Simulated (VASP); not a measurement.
```xyz
2
Lattice="0.0000 3.1240 3.1240 3.1240 0.0000 3.1240 3.1240 3.1240 0.0000" Properties=species:S:1:pos:R:3 pbc="T T T"
Sn     0.0000     0.0000     0.0000
Te     3.1240     3.1240     3.1240
```

Computed with PBE GGA, VASP's PBE PAW potentials (set 64) (plane waves; VASP 6.6.1). Settings: 300 eV cut-off, 6×6×6 Γ-centred mesh, Gaussian smearing of 0.14 eV, potentials Sn_d Te.

At this cut-off the stress carries a Pulay error, which pulls relaxed volumes low.

Task: Give the stress tensor in GPa (positive for a compressed cell).

Result: 
```
3.47  0.00  0.00
0.00  3.47  0.00
0.00  0.00  3.47
```
The pressure is its mean diagonal, 3.47 GPa.

The structure comes from a computed database's SnTe entry; how it stands against other phases isn't given here. The cell was not relaxed at this level.
